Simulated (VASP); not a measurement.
# SiNi: cell size and functional

Which functional gives which lattice for SiNi? The starting structure is a measured crystal structure from the Crystallography Open Database. The first relaxation on each setting starts from this cell expanded by 3 % in volume.

Method: Kohn-Sham DFT with plane waves and PAW; PBEsol, LDA, PBE, PBEsol + D3(BJ), r2SCAN, PBEsol+U (Ni d 6.2 eV) and LDA+U (Ni d 6.2 eV), in VASP 6.6.1.

## Step 1: Starting point

The structure is orthorhombic, space group Pnma (No. 62). Conventional cell: a = 5.175 Å, b = 3.332 Å, c = 5.609 Å, α = 90.00°, β = 90.00°, γ = 90.00°. Nearest to Ni lie 6 Si at 2.28 to 2.40 Å. Nearest to Si lie 6 Ni at 2.28 to 2.40 Å. Farther neighbours are not listed.

## Step 2: Relaxation with PBEsol

PBEsol restores the gradient expansion of exchange and is tuned for the cells of solids. This run starts from the cell of an earlier relaxation, which isn't shown; the restart sets up the plane waves anew.

Contents of INCAR:

```
SYSTEM = SiNi
PREC = Accurate
ENCUT = 450
EDIFF = 1E-06
NELM = 100
ISMEAR = 0
SIGMA = 0.05
LREAL = .FALSE.
ALGO = Normal
GGA = PS
NBANDS = 40
ISPIN = 2
MAGMOM = 1 -1 1 -1 0 0 0 0
LASPH = .TRUE.
LMAXMIX = 4
LORBIT = 11
LWAVE = .FALSE.
LCHARG = .FALSE.
KPAR = 8
IBRION = 2
NSW = 50
ISIF = 3
EDIFFG = -0.006
```

Contents of POSCAR:

```
SiNi
1.0
    5.1520852092      0.0000000000      0.0000000000
    0.0000000000      3.3051280001      0.0000000000
    0.0000000000      0.0000000000      5.5536003638
Ni Si
4 4
Direct
    0.9911045920      0.7500000000      0.8127332399
    0.5088954080      0.2500000000      0.3127332399
    0.4911045920      0.7500000000      0.6872667601
    0.0088954080      0.2500000000      0.1872667601
    0.6794689401      0.2500000000      0.9167161845
    0.8205310599      0.7500000000      0.4167161845
    0.1794689401      0.2500000000      0.5832838155
    0.3205310599      0.7500000000      0.0832838155
```

Contents of KPOINTS:

```
Automatic mesh
0
Gamma
6 8 6
0 0 0
```

PAW data sets: Ni and Si (PBE family, release 64).

Started as:

```sh
mpirun -np 8 vasp_std
```

Log:

```text
[banner, memory and clock lines left out]
running    8 mpi-ranks, on    1 nodes
 distrk:  each k-point on    1 cores,    8 groups
 distr:  one band on    1 cores,    1 groups

 POSCAR found type information on POSCAR NiSi
 POSCAR found :  2 types and       8 ions
|                                                                             |
|           W    W    AA    RRRRR   N    N  II  N    N   GGGG   !!!           |
|           W    W   A  A   R    R  NN   N  II  NN   N  G    G  !!!           |
|           W    W  A    A  R    R  N N  N  II  N N  N  G       !!!           |
|           W WW W  AAAAAA  RRRRR   N  N N  II  N  N N  G  GGG   !            |
|           WW  WW  A    A  R   R   N   NN  II  N   NN  G    G                |
|           W    W  A    A  R    R  N    N  II  N    N   GGGG   !!!           |
|                                                                             |
|     For optimal performance we recommend to set                             |
|       NCORE = 2 up to number-of-cores-per-socket                            |
|     NCORE specifies how many cores store one orbital (NPAR=cpu/NCORE).      |
|     This setting can greatly improve the performance of VASP for DFT.       |
|     The default, NCORE=1 might be grossly inefficient on modern             |
|     multi-core architectures or massively parallel machines. Do your        |
|     Unfortunately you need to use the default for GW and RPA                |
|     calculations (for HF NCORE is supported but not extensively tested      |
|     yet).                                                                   |
|                                                                             |

|                                                                             |
|               ----> ADVICE to this user running VASP <----                  |
|                                                                             |
|     You enforced a specific xc type in the INCAR file but a different       |
|     [... a line on the potential file left out ...]
|     I HOPE YOU KNOW WHAT YOU ARE DOING!                                     |
|                                                                             |

 LDA part: xc-table for (Slater+PW92), standard interpolation
 POSCAR, INCAR and KPOINTS ok, starting setup
 FFT: planning ... GRIDC
 FFT: planning ... GRID_SOFT
 FFT: planning ... GRID
 WAVECAR not read
 entering main loop
       N       E                     dE             d eps       ncg     rms          rms(c)
DAV:   1     0.344278538096E+03    0.34428E+03   -0.21823E+04 12800   0.148E+03
DAV:   2    -0.301238577559E+02   -0.37440E+03   -0.35542E+03 12840   0.333E+02
DAV:   3    -0.588992241800E+02   -0.28775E+02   -0.27745E+02 14880   0.110E+02
DAV:   4    -0.597574658355E+02   -0.85824E+00   -0.85460E+00 15184   0.178E+01
DAV:   5    -0.597860307518E+02   -0.28565E-01   -0.28559E-01 15896   0.309E+00    0.310E+01
DAV:   6    -0.699619342178E+02   -0.10176E+02   -0.13074E+02 14952   0.171E+02    0.387E+01
DAV:   7    -0.522281400888E+02    0.17734E+02   -0.44898E+01 15184   0.107E+02    0.644E+00
DAV:   8    -0.523760324152E+02   -0.14789E+00   -0.60579E+00 19048   0.188E+01    0.395E+00
DAV:   9    -0.522617553590E+02    0.11428E+00   -0.56206E-01 16256   0.930E+00    0.978E-01
DAV:  10    -0.522616079049E+02    0.14745E-03   -0.37811E-02 15776   0.259E+00    0.597E-01
DAV:  11    -0.522603126965E+02    0.12952E-02   -0.28093E-03 17640   0.466E-01    0.319E-01
DAV:  12    -0.522600686344E+02    0.24406E-03   -0.76144E-04 16568   0.437E-01    0.151E-01
DAV:  13    -0.522600618546E+02    0.67798E-05   -0.14311E-04 17360   0.117E-01    0.623E-02
DAV:  14    -0.522600535586E+02    0.82960E-05   -0.26942E-05 17544   0.682E-02    0.333E-02
DAV:  15    -0.522600469045E+02    0.66542E-05   -0.15886E-05 20056   0.380E-02    0.925E-03
DAV:  16    -0.522600468222E+02    0.82315E-07   -0.22517E-06  9640   0.110E-02
   1 F= -.52260047E+02 E0= -.52259510E+02  d E =-.522600E+02  mag=    -0.0000
 curvature:   0.00 expect dE= 0.000E+00 dE for cont linesearch  0.000E+00
 trial: gam= 0.00000 g(F)=  0.579E-05 g(S)=  0.293E-05 ort = 0.000E+00 (trialstep = 0.100E+01)
 search vector abs. value=  0.872E-05
 reached required accuracy - stopping structural energy minimisation
```

Wall time 63 s (8 MPI ranks of AMD EPYC 7R13 (Zen 3), shared host); peak memory 3.6 GiB.

Lines that name or quote the potential files are left out of all logs, and their timing lines are given in words.

From OUTCAR (step 2):

```text
ion  position               nearest neighbor table
   1  0.991  0.750  0.813-   8 2.27   7 2.30   7 2.30   6 2.37   5 2.38   5 2.38   4 2.66   4 2.66
                             3 2.67   3 2.67
   2  0.509  0.250  0.313-   7 2.27   8 2.30   8 2.30   5 2.37   6 2.38   6 2.38   3 2.66   3 2.66
                             4 2.67   4 2.67
   3  0.491  0.750  0.687-   6 2.27   5 2.30   5 2.30   8 2.37   7 2.38   7 2.38   2 2.66   2 2.66
                             1 2.67   1 2.67
   4  0.009  0.250  0.187-   5 2.27   6 2.30   6 2.30   7 2.37   8 2.38   8 2.38   1 2.66   1 2.66
                             2 2.67   2 2.67
   5  0.679  0.250  0.917-   4 2.27   3 2.30   3 2.30   2 2.37   1 2.38   1 2.38   8 2.65   8 2.65

  LATTYP: Found a simple orthorhombic cell.
 ALAT       =     3.3051280001
 B/A-ratio  =     1.5588156371
 C/A-ratio  =     1.6802981197

 Subroutine GETGRP returns: Found  8 space group operations
 (whereof  2 operations were pure point group operations)

The static configuration has the point symmetry S_2 .
 The point group associated with its full space group is D_2h.

 Found     80 irreducible k-points:

   k-points           NKPTS =     80   k-points in BZ     NKDIM =     80   number of bands    NBANDS=     40

   dimension x,y,z NGX =    36 NGY =   24 NGZ =   40
   dimension x,y,z NGXF=    72 NGYF=   48 NGZF=   80

   ENCUT  =  450.0 eV  33.07 Ry    5.75 a.u.   8.91  5.72  9.61*2*pi/ulx,y,z

   NELECT =      56.0000    total number of electrons

 k-points in reciprocal lattice and weights: Automatic mesh
   0.00000000  0.00000000  0.00000000       0.003
   0.16666667  0.00000000  0.00000000       0.007
   0.33333333  0.00000000  0.00000000       0.007
   0.50000000  0.00000000  0.00000000       0.003
   0.00000000  0.12500000  0.00000000       0.007
   0.16666667  0.12500000  0.00000000       0.014
   0.33333333  0.12500000  0.00000000       0.014
   0.50000000  0.12500000  0.00000000       0.007
   0.00000000  0.25000000  0.00000000       0.007
[...]
0.33333333  0.50000000  0.50000000       0.007
   0.50000000  0.50000000  0.50000000       0.003

 average (electrostatic) potential at core
       1 -81.1917       2 -81.1917       3 -81.1917       4 -81.1917       5 -78.7726
       6 -78.7726       7 -78.7726       8 -78.7726

 E-fermi :  10.6789

 spin component 1
 k-point     1 :       0.0000    0.0000    0.0000
  band No.  band energies     occupation
    ...
     24       8.6353      1.00000
     25       8.7811      1.00000
     26       9.4583      1.00000
     27       9.6474      1.00000
     28       9.7155      1.00000
     29      11.2115      0.00000
     30      11.9553      0.00000
     31      14.1914      0.00000
     32      14.8278      0.00000
     33      14.9598      0.00000
    ...

 k-point     2 :       0.1667    0.0000    0.0000
  band No.  band energies     occupation
    ...
     24       8.6523      1.00000
     25       8.7253      1.00000
     26       9.2798      1.00000
     27       9.7277      1.00000
     28      10.0828      1.00000
     29      11.9821      0.00000
     30      12.2752      0.00000
     31      13.8848      0.00000
     32      14.9191      0.00000
     33      14.9853      0.00000
    ...

 k-point     3 :       0.3333    0.0000    0.0000
  band No.  band energies     occupation
    ...
     23       8.5786      1.00000
     24       8.6515      1.00000
     25       8.6801      1.00000
     26       8.9618      1.00000
     27      10.3402      1.00000
     28      10.8963      0.00000
     29      12.6975      0.00000
     30      12.9987      0.00000
     31      13.5806      0.00000
     32      14.4050      0.00000
    ...

 k-point     4 :       0.5000    0.0000    0.0000
  band No.  band energies     occupation
    ...
     22       8.2341      1.00000
     23       8.6206      1.00000
     24       8.6206      1.00000
     25       8.7573      1.00000
     26       8.7573      1.00000
     27      11.5816      0.00000
     28      11.5816      0.00000
     29      11.9123      0.00000
     30      11.9123      0.00000
     31      14.6002      0.00000
    ...

 k-point     5 :       0.0000    0.1250    0.0000
  band No.  band energies     occupation
    ...
     24       8.6628      1.00000
     25       9.1800      1.00000
     26       9.1867      1.00000
     27       9.4853      1.00000
     28       9.7265      1.00000
     29      11.2171      0.00000
     30      12.1023      0.00000
     31      12.6513      0.00000
     32      13.5616      0.00000
     33      14.7794      0.00000
    ...

 k-point     6 :       0.1667    0.1250    0.0000
  band No.  band energies     occupation
    ...
     24       8.6773      1.00000
     25       9.1084      1.00000
     26       9.2838      1.00000
     27       9.4712      1.00000
     28       9.7754      1.00000
     29      11.9250      0.00000
     30      12.4541      0.00000
     31      12.5043      0.00000
     32      13.7185      0.00000
     33      14.3660      0.00000
    ...

  Total       -0.0220382     -0.0005050     -0.0000606      0.0000000      0.0000000      0.0000000
  in kB       -0.3733715     -0.0085553     -0.0010261      0.0000000      0.0000000      0.0000000
  external PRESSURE =      -0.1276510 kB  Pullay stress =       0.0000000 kB

  energy-cutoff  :      450.00
  volume of cell :       94.57
      direct lattice vectors                 reciprocal lattice vectors
     5.152085209  0.000000000  0.000000000     0.194096169  0.000000000  0.000000000
     0.000000000  3.305128000  0.000000000     0.000000000  0.302560143  0.000000000
     0.000000000  0.000000000  5.553600364     0.000000000  0.000000000  0.180063371

 POSITION                                       TOTAL-FORCE (eV/Angst)
 -----------------------------------------------------------------------------------
      5.10626      2.47885      4.51360         0.003135     -0.000000      0.003997
      2.62187      0.82628      1.73680        -0.003135      0.000000      0.003997
      2.53021      2.47885      3.81680         0.003135     -0.000000     -0.003997
      0.04583      0.82628      1.04000        -0.003135      0.000000     -0.003997
      3.50068      0.82628      5.09108         0.001058     -0.000000     -0.001758
      4.22745      2.47885      2.31428        -0.001058     -0.000000     -0.001758
      0.92464      0.82628      3.23933         0.001058     -0.000000      0.001758
      1.65140      2.47885      0.46253        -0.001058     -0.000000      0.001758
 -----------------------------------------------------------------------------------
    total drift:                                0.000000      0.000000     -0.000000

  FREE ENERGIE OF THE ION-ELECTRON SYSTEM (eV)
  ---------------------------------------------------
  free  energy   TOTEN  =       -52.2600468222 eV

  energy  without entropy=      -52.2589727605  energy(sigma->0) =      -52.25950979

 reached required accuracy - stopping structural energy minimisation

 total charge
# of ion       s       p       d       tot
------------------------------------------
    1        0.514   0.670   8.467   9.652
    2        0.514   0.670   8.467   9.652
    3        0.514   0.670   8.467   9.652
    4        0.514   0.670   8.467   9.652
    5        0.760   0.863   0.000   1.623
    6        0.760   0.863   0.000   1.623
    7        0.760   0.863   0.000   1.623
    8        0.760   0.863   0.000   1.623
--------------------------------------------------
tot          5.097   6.136  33.867  45.100

 magnetization (x)
# of ion       s       p       d       tot
------------------------------------------
    1        0.000  -0.000   0.000   0.000
    2       -0.000   0.000  -0.000  -0.000
    3        0.000  -0.000   0.000   0.000
    4       -0.000   0.000  -0.000  -0.000
    5       -0.000  -0.000   0.000  -0.000
    6        0.000   0.000   0.000   0.000
    7       -0.000  -0.000   0.000  -0.000
    8        0.000   0.000   0.000   0.000
--------------------------------------------------
tot          0.000   0.000   0.000   0.000

[... 1 further part left out ...]
```

CONTCAR:

```
SiNi
   1.00000000000000
     5.1520852092000000    0.0000000000000000    0.0000000000000000
     0.0000000000000000    3.3051280000999999    0.0000000000000000
     0.0000000000000000    0.0000000000000000    5.5536003638000002
  Ni              Si
     4     4
Direct
     0.9911045919999992    0.7500000000000000    0.8127332398999982
     0.5088954080000008    0.2500000000000000    0.3127332398999982
     0.4911045919999992    0.7500000000000000    0.6872667601000018
     0.0088954080000008    0.2500000000000000    0.1872667601000018
     0.6794689401000014    0.2500000000000000    0.9167161844999967
     0.8205310598999986    0.7500000000000000    0.4167161844999967
     0.1794689401000014    0.2500000000000000    0.5832838155000033
     0.3205310598999986    0.7500000000000000    0.0832838155000033
```

The moments of the start collapse, so the state is non-magnetic; other starts or orders were not tried. The PAW data sets were made with PBE, which is usual practice but a small mismatch for other functionals. The run keeps the 8 symmetry operations of its start, so it cannot find a distortion of lower symmetry.

With PBEsol the relaxed cell holds 11.821 Å³ an atom, -2.23 % against the measured cell, with a = 5.152 Å, b = 3.305 Å and c = 5.554 Å.

## Step 3: Relaxation with LDA

LDA, the lowest rung, knows the local density alone. This run starts from the cell of an earlier relaxation, which isn't shown; the restart sets up the plane waves anew.

INCAR, as its differences from that of step 2:

```diff
@@ -9,3 +9,3 @@
 ALGO = Normal
-GGA = PS
+GGA = CA
 NBANDS = 40
```

Contents of POSCAR:

```
SiNi
1.0
    5.1105055549      0.0000000000      0.0000000000
    0.0000000000      3.2813959701      0.0000000000
    0.0000000000      0.0000000000      5.5079275343
Ni Si
4 4
Direct
    0.9913259387      0.7500000000      0.8123692167
    0.5086740613      0.2500000000      0.3123692167
    0.4913259387      0.7500000000      0.6876307833
    0.0086740613      0.2500000000      0.1876307833
    0.6805150523      0.2500000000      0.9164591058
    0.8194849477      0.7500000000      0.4164591058
    0.1805150523      0.2500000000      0.5835408942
    0.3194849477      0.7500000000      0.0835408942
```

KPOINTS is that of step 2.

Potentials, in the order of the species: Ni and Si (LDA family, release 64).

Started as:

```sh
mpirun -np 8 vasp_std
```

Log:

```text
[banner, memory and clock lines left out]
running    8 mpi-ranks, on    1 nodes
[...]
[... a notice as in an earlier step ...]

 LDA part: xc-table for (Slater(with rela. corr.)+CA(PZ))
 , standard interpolation
 POSCAR, INCAR and KPOINTS ok, starting setup
[...]
entering main loop
       N       E                     dE             d eps       ncg     rms          rms(c)
DAV:   1     0.347805593700E+03    0.34781E+03   -0.21861E+04 12800   0.150E+03
DAV:   2    -0.311419691848E+02   -0.37895E+03   -0.35994E+03 12800   0.337E+02
DAV:   3    -0.608286375708E+02   -0.29687E+02   -0.28681E+02 14920   0.113E+02
DAV:   4    -0.617377003746E+02   -0.90906E+00   -0.90569E+00 15192   0.185E+01
[...]
DAV:  14    -0.550632008724E+02    0.10335E-04   -0.13328E-05 19896   0.473E-02    0.297E-02
DAV:  15    -0.550631960886E+02    0.47838E-05   -0.11001E-05 19784   0.338E-02    0.826E-03
DAV:  16    -0.550631960677E+02    0.20868E-07   -0.14351E-06  8616   0.104E-02
[...]
DAV:   4    -0.550632117466E+02    0.26358E-04   -0.27425E-04 13632   0.801E-02    0.236E-02
DAV:   5    -0.550632026947E+02    0.90520E-05   -0.16293E-05 17528   0.519E-02    0.798E-03
DAV:   6    -0.550632021785E+02    0.51621E-06   -0.24433E-06  9392   0.123E-02
   2 F= -.55063202E+02 E0= -.55062653E+02  d E =-.611076E-05  mag=     0.0000
 trial-energy change:   -0.000006  1 .order   -0.000009   -0.000086    0.000068
 step:   0.5582(harm=  0.5582)  dis= 0.00015  next Energy=   -55.063220 (dE=-0.241E-04)
[...]
N       E                     dE             d eps       ncg     rms          rms(c)
DAV:   1    -0.550634783863E+02   -0.27569E-03   -0.24465E-03 14352   0.634E-01    0.147E-01
DAV:   2    -0.550637020740E+02   -0.22369E-03   -0.34976E-03 14552   0.947E-01    0.172E-01
DAV:   3    -0.550632273693E+02    0.47470E-03   -0.13285E-03 14432   0.608E-01    0.244E-02
DAV:   4    -0.550632219265E+02    0.54428E-05   -0.51371E-05 13496   0.362E-02    0.973E-03
DAV:   5    -0.550632202683E+02    0.16583E-05   -0.25211E-06 11256   0.217E-02    0.317E-03
DAV:   6    -0.550632202240E+02    0.44216E-07   -0.12331E-06  8416   0.632E-03
   3 F= -.55063220E+02 E0= -.55062670E+02  d E =-.241563E-04  mag=    -0.0000
[...]
reached required accuracy - stopping structural energy minimisation
```

It took 2.2 min on 8 MPI ranks; peak memory 3.3 GiB; 16 min of CPU time.

OUTCAR, selected parts (step 3):

```text
  Total        0.0101985      0.0075980      0.0117276     -0.0000000      0.0000000      0.0000000
  in kB        0.1770197      0.1318815      0.2035612     -0.0000000      0.0000000      0.0000000
  external PRESSURE =       0.1708208 kB  Pullay stress =       0.0000000 kB

 POSITION                                       TOTAL-FORCE (eV/Angst)
 -----------------------------------------------------------------------------------
      5.06501      2.46045      4.47374        -0.000293     -0.000000      0.003731
      2.59895      0.82015      1.72028         0.000293     -0.000000      0.003731
      2.51036      2.46045      3.78664        -0.000293     -0.000000     -0.003731
      0.04430      0.82015      1.03318         0.000293     -0.000000     -0.003731
      3.47695      0.82015      5.04672        -0.001693     -0.000000     -0.004338
      4.18702      2.46045      2.29326         0.001693      0.000000     -0.004338
      0.92229      0.82015      3.21366        -0.001693      0.000000      0.004338
      1.63236      2.46045      0.46020         0.001693      0.000000      0.004338
 -----------------------------------------------------------------------------------
    total drift:                                0.000000      0.000000      0.000000

  FREE ENERGIE OF THE ION-ELECTRON SYSTEM (eV)
  ---------------------------------------------------
  free  energy   TOTEN  =       -55.0632202240 eV

  energy  without entropy=      -55.0621190419  energy(sigma->0) =      -55.06266963

 magnetization (x)
# of ion       s       p       d       tot
------------------------------------------
    1       -0.000  -0.000  -0.000  -0.000
    2        0.000   0.000   0.000   0.000
    3       -0.000  -0.000  -0.000  -0.000
    4        0.000   0.000   0.000   0.000
    5        0.000   0.000   0.000   0.000
    6       -0.000  -0.000   0.000  -0.000
    7        0.000   0.000   0.000   0.000
    8       -0.000  -0.000   0.000  -0.000
--------------------------------------------------
tot          0.000   0.000   0.000   0.000

[... 2 parts as in an earlier step ...]

[... 2 further parts left out ...]
[key lines of the parts left out:]
E-fermi :  11.0265
```

With LDA the relaxed cell holds 11.538 Å³ an atom, -4.57 % against the measured cell, with a = 5.109 Å, b = 3.281 Å and c = 5.507 Å. That is -2.39 % from PBEsol.

(Continued in part 2 of 3.)

[Lines on the potential files, build, host, timing and source positions are cut from VASP's logs without a mark.]

[Logs are printed without paths, hosts, clocks, repeated set-up lines and the standing remarks that a program may print on its own settings, such as how far it seeks lower states.]

[Hosts, paths, dates, database ids (printed as entryN), source tags and the programs' standing remarks are cut or masked in the printed files.]
